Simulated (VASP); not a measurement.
# CsLiCr2Te2S3 (P1) in VASP: relaxation of cell and atoms with PBE

Aim: the relaxation of cell and atoms of CsLiCr2Te2S3 with PBE.

Everything below comes from runs of VASP 6.6.1. Logs are shortened: lines on timing, memory, paths and dates and some standing lists are left out, and cuts for length are marked.

### 1 The crystal as given

The typed cell holds 9 atoms: a = 5.630 Å, b = 5.548 Å, c = 8.383 Å, α = 90.45°, β = 89.34°, γ = 118.39°.

The cell was built by a generator and needn't be a form met in nature.

### 2 Relaxation of cell and atoms, PBE, collinear spin, ferromagnetic start

Contents of INCAR:

```
ALGO = Fast
EDIFF = 1E-5
EDIFFG = -0.03
ENCUT = 520
GGA = PE
IBRION = 2
ISIF = 3
ISMEAR = 0
ISPIN = 2
ISYM = 0
KPAR = 4
LASPH = T
LCHARG = F
LMAXMIX = 4
LORBIT = 11
LREAL = Auto
LWAVE = F
MAGMOM = 0 0 2.15 2.15 -0.1 -0.1 -0.08 -0.08 -0.12
NELM = 80
NSW = 110
PREC = Normal
SIGMA = 0.15
```

Contents of KPOINTS:

```
k-points
0
Gamma
  5 5 3
```

Contents of POSCAR:

```
CsLiCr2Te2S3
1.0
    2.9030636000     -4.8237044400      0.0322044800
    2.8216040500      4.7764469300     -0.0220853100
    0.0152559700     -0.0474834200      8.3824852000
Cs Li Cr Te S
1 1 2 2 3
Direct
    0.9972951400      0.0084469200      0.0597844400
    0.4913574800      0.4929039200      0.4922063800
    0.4749406100      0.0001350300      0.4939457900
    0.9923909300      0.4738260200      0.4474850200
    0.3206299500      0.7163904500      0.7234506700
    0.6712474500      0.2766863300      0.7488724300
    0.6381871500      0.2930472300      0.2951549700
    0.3240375500      0.7017398700      0.2973796600
    0.0049173300      0.0496516200      0.4922567500
```

Potentials or basis: VASP PAW PBE potentials, release 64 (Cs_sv, Li_sv, Cr_pv, Te, S).

Launch:

```bash
cat potpaw_PBE.64/Cs_sv/POTCAR potpaw_PBE.64/Li_sv/POTCAR potpaw_PBE.64/Cr_pv/POTCAR potpaw_PBE.64/Te/POTCAR potpaw_PBE.64/S/POTCAR > POTCAR
mpirun -np 4 vasp_std > vasp.out
```

OUTCAR:

```text
EDIFF = 1E-5
   EDIFFG = -0.03
   ENCUT = 520
   GGA = PE
   IBRION = 2
   ISIF = 3
   ISMEAR = 0
   ISPIN = 2
   ISYM = 0
   LASPH = T
   LORBIT = 11
   LREAL = Auto
   NELM = 80
   NSW = 110
   PREC = Normal

 ion  position               nearest neighbor table
   1  0.997  0.008  0.060-
   2  0.491  0.493  0.492-   7 2.33   8 2.45   9 2.67   3 2.69   5 2.70   4 2.79   3 2.86   6 2.89

   3  0.475  0.000  0.494-   8 2.20   7 2.20   5 2.38   6 2.56   2 2.69   9 2.79   2 2.86   9 2.86
                             4 2.87   4 2.92
   4  0.992  0.474  0.447-   8 2.10   7 2.18   9 2.42   2 2.79   3 2.87   5 2.87   3 2.92   6 2.98

   5  0.321  0.716  0.723-   3 2.38   2 2.70   6 2.79   4 2.87   6 3.30
   6  0.671  0.277  0.749-   3 2.56   5 2.79   2 2.89   4 2.98   5 3.30
   7  0.638  0.293  0.295-   4 2.18   3 2.20   2 2.33
   8  0.324  0.702  0.297-   4 2.10   3 2.20   2 2.45
   9  0.005  0.050  0.492-   4 2.42   2 2.67   3 2.79   3 2.86

IMPORTANT INFORMATION: All symmetrisations will be switched off!
NOSYMM: (Re-)initialisation of all symmetry stuff for point group C_1.

----------------------------------------------------------------------------------------

                                     Primitive cell

  volume of cell :     230.3167

  direct lattice vectors                    reciprocal lattice vectors
     2.903063600 -4.823704440  0.032204480     0.173836463 -0.102695060 -0.000898106
     2.821604050  4.776446930 -0.022085310     0.175554336  0.105656222  0.000278994
     0.015255970 -0.047483420  8.382485200    -0.000205326  0.000672914  0.119300549

  length of vectors
     5.630003545  5.547646569  8.382633569     0.201906408  0.204896657  0.119302623

  position of ions in fractional coordinates (direct lattice)
     0.997295140  0.008446920  0.059784440
     0.491357480  0.492903920  0.492206380
     0.474940610  0.000135030  0.493945790
     0.992390930  0.473826020  0.447485020
     0.320629950  0.716390450  0.723450670
     0.671247450  0.276686330  0.748872430
     0.638187150  0.293047230  0.295154970
     0.324037550  0.701739870  0.297379660
     0.004917330  0.049651620  0.492256750

  ion indices of the primitive-cell ions
   primitive index   ion index
                 1           1
                 2           2
                 3           3
                 4           4
                 5           5
                 6           6
                 7           7
                 8           8
                 9           9

----------------------------------------------------------------------------------------

 KPOINTS: k-points

Automatic generation of k-mesh.
 Grid dimensions read from file:
 generate k-points for:    5    5    3

[... 91 lines left out ...]
   IVDW    =     0    specifies the selected vdW correction
   LEPSILON=     F    determine dielectric tensor
   LRPA    =     F    only Hartree local field effects (RPA)
 conjugate gradient relaxation of ions
 spin polarized calculation
 RMM-DIIS sequential band-by-band and
 Gauss-broadening in eV      SIGMA  =   0.15
  energy-cutoff  :      520.00
  volume of cell :      230.32
 maximum number of plane-waves:      6221
   NGX = 21   NGY = 21   NGZ = 31

--------------------------------------- Ionic step        1  -------------------------------------------

 number of electron      65.9999993 magnetization       4.0437847

 Free energy of the ion-electron system (eV)
  ---------------------------------------------------
  ext. energy  EPLUGINS =         0.00000000
  ---------------------------------------------------
  free energy    TOTEN  =       -44.62168210 eV

  energy without entropy =      -44.57672747  energy(sigma->0) =      -44.59920479

 E-fermi :   4.3865     XC(G=0):  -8.8886

 val. band max:        4.3849651394   @ k =   0.2000   0.0000   0.0000
 cond. band min:       4.3867684073   @ k =   0.4000   0.2000   0.3333
 fundamental gap:      0.0018032680
 Fermi energy:         4.3864726280

 spin component 1

 k-point     1 :       0.0000    0.0000    0.0000
  band No.  band energies     occupation
      1     -41.4223      1.00000
      2     -39.8131      1.00000
      3     -39.7546      1.00000
      4     -39.6969      1.00000
      5     -39.6942      1.00000
      6     -39.6465      1.00000
[... 2229 lines left out ...]
  FREE ENERGIE OF THE ION-ELECTRON SYSTEM (eV)
  ---------------------------------------------------
  free  energy   TOTEN  =       -45.3848002168 eV

  energy  without entropy=      -45.3229025187  energy(sigma->0) =      -45.35385137

[... ionic steps 4 to 48 ...]

--------------------------------------- Ionic step       49  -------------------------------------------

 number of electron      66.0000020 magnetization       5.2014022

------------------------ aborting loop because EDIFF is reached ----------------------------------------
[... 81 lines left out ...]
--------------------------------------- Ionic step       51  -------------------------------------------

 number of electron      66.0000024 magnetization       5.2008703

 Free energy of the ion-electron system (eV)
  ---------------------------------------------------
  ext. energy  EPLUGINS =         0.00000000
  ---------------------------------------------------
  free energy    TOTEN  =       -46.60206650 eV

  energy without entropy =      -46.57286923  energy(sigma->0) =      -46.58746786

 E-fermi :   3.3769     XC(G=0):  -8.3808

 val. band max:        3.3463129650   @ k =  -0.4000   0.4000   0.0000
 cond. band min:       3.3794592183   @ k =  -0.2000   0.4000   0.3333
 fundamental gap:      0.0331462533
 Fermi energy:         3.3768997725

 spin component 1

 k-point     1 :       0.0000    0.0000    0.0000
  band No.  band energies     occupation
      1     -42.6579      1.00000
      2     -41.0516      1.00000
      3     -41.0473      1.00000
      4     -40.9397      1.00000
      5     -40.9307      1.00000
      6     -40.8774      1.00000
[... 2143 lines left out ...]
  FREE ENERGIE OF THE ION-ELECTRON SYSTEM (eV)
  ---------------------------------------------------
  free  energy   TOTEN  =       -46.6020664984 eV

  energy  without entropy=      -46.5728692272  energy(sigma->0) =      -46.58746786

 reached required accuracy - stopping structural energy minimisation

 total charge

# of ion       s       p       d       tot
------------------------------------------
    1        1.834   4.705   0.024   6.563
    2        2.012   0.044   0.000   2.057
    3        0.313   6.279   4.151  10.743
    4        0.313   6.278   4.146  10.737
    5        1.391   1.955   0.033   3.380
    6        1.391   1.955   0.033   3.380
    7        1.341   2.391   0.000   3.732
    8        1.341   2.391   0.000   3.732
    9        1.340   2.392   0.000   3.732
--------------------------------------------------
tot         11.279  28.391   8.387  48.057

 magnetization (x)

# of ion       s       p       d       tot
------------------------------------------
    1       -0.000  -0.000   0.001   0.001
    2        0.001   0.002   0.000   0.003
    3        0.032   0.030   2.528   2.591
    4        0.032   0.030   2.526   2.589
    5       -0.002  -0.065   0.003  -0.064
    6       -0.002  -0.065   0.003  -0.064
    7       -0.003  -0.061   0.000  -0.064
    8       -0.003  -0.061   0.000  -0.064
    9       -0.003  -0.130   0.000  -0.133
--------------------------------------------------
tot          0.052  -0.320   5.062   4.795
```

OSZICAR:

```text
N       E                     dE             d eps       ncg     rms          rms(c)
DAV:   1     0.578319391710E+03    0.57832E+03   -0.30725E+04  6960   0.146E+03
DAV:   2     0.155958231881E+02   -0.56272E+03   -0.54231E+03  7059   0.354E+02
DAV:   3    -0.460163040848E+02   -0.61612E+02   -0.60170E+02  9184   0.110E+02
[... 650 lines left out ...]
RMM:   8    -0.466013510027E+02   -0.68892E-05   -0.10774E-04  5836   0.432E-02    0.115E-02
RMM:   9    -0.466013527779E+02   -0.17752E-05   -0.33178E-05  5076   0.352E-02
  47 F= -.46601353E+02 E0= -.46586703E+02  d E =-.994803E-03  mag=     5.2019
       N       E                     dE             d eps       ncg     rms          rms(c)
DAV:   1    -0.466016755720E+02   -0.32457E-03   -0.83567E-02  7099   0.231E+00    0.235E-01
RMM:   2    -0.466023458488E+02   -0.67028E-03   -0.72516E-03  7617   0.579E-01    0.295E-01
RMM:   3    -0.466015075895E+02    0.83826E
```

CONTCAR:

```text
CsLiCr2Te2S3
   1.00000000000000
     3.0316061171529842   -5.2605921327980294    0.0690492288370879
     3.0007209363580181    5.2654850686504204    0.0373273797017452
     0.1293358512004189    0.0116419836216664    8.1173878784391835
  Cs              Li              Cr              Te              S
     1     1     2     2     3
Direct
     0.9454525633967783    0.9569045794498867    0.0529361708470796
     0.6049903850661369    0.6161139231493301    0.4872365610648819
     0.3864392973820539    0.0167065939943735    0.4725696112822427
     0.0055157610952127    0.3968316899614149    0.4718485286121051
     0.2509366453050534    0.6883834091126206    0.7402012975710855
     0.6775745982967182    0.2633204388981614    0.7399779566469372
     0.6848740275346238    0.3350947093109362    0.3040063555632666
     0.3256748673185607    0.6955161521377586    0.3042858832589154
     0.0335454446048533    0.0439558939855086    0.4774737451534821

  0.00000000E+00  0.00000000E+00  0.00000000E+00
  0.00000000E+00  0.00000000E+00  0.00000000E+00
  0.00000000E+00  0.00000000E+00  0.00000000E+00
  0.00000000E+00  0.00000000E+00  0.00000000E+00
  0.00000000E+00  0.00000000E+00  0.00000000E+00
  0.00000000E+00  0.00000000E+00  0.00000000E+00
  0.00000000E+00  0.00000000E+00  0.00000000E+00
  0.00000000E+00  0.00000000E+00  0.00000000E+00
  0.00000000E+00  0.00000000E+00  0.00000000E+00
```

Wall time 64 min (4 MPI ranks of Intel Xeon Platinum 8375C at 2.90GHz (Ice Lake), shared host); peak memory 0.58 GiB.

These settings aren't checked as converged: the numbers below hold their error.

Results:

```
Free energy                                           : -46.6021 eV
Relaxed volume                                        : 28.63 Å³/atom
Relaxed cell                                          : a = 6.072 Å, b = 6.061 Å, c = 8.118 Å, α = 89.12°, β = 88.96°, γ = 120.36°
Space group after relaxing (to 0.05 Å)                : Cm (No. 8)
Energy gained by relaxing                             : 220.0 meV/atom
Ionic steps                                           : 51
Largest force after relaxing                          : 0.026 eV/Å
Band gap on the k mesh                                : none (metal or under the smearing width)
Net moment                                            : 5.20 μB per cell
Site moments                                          : Cs +0.00; Li +0.00; Cr +2.59; Te -0.06; S -0.06, -0.13 μB
Valence electrons inside the program's atomic spheres : Cs 6.56; Li 2.06; Cr 10.74; Te 3.38; S 3.73
```

Caveat: the cutoff is under 1.25 times the usual one of these potentials, so pressure, stress and relaxed cells hold a basis-set (Pulay) error; only a ferromagnetic start was run, and an antiferromagnetic order may lie lower in energy.
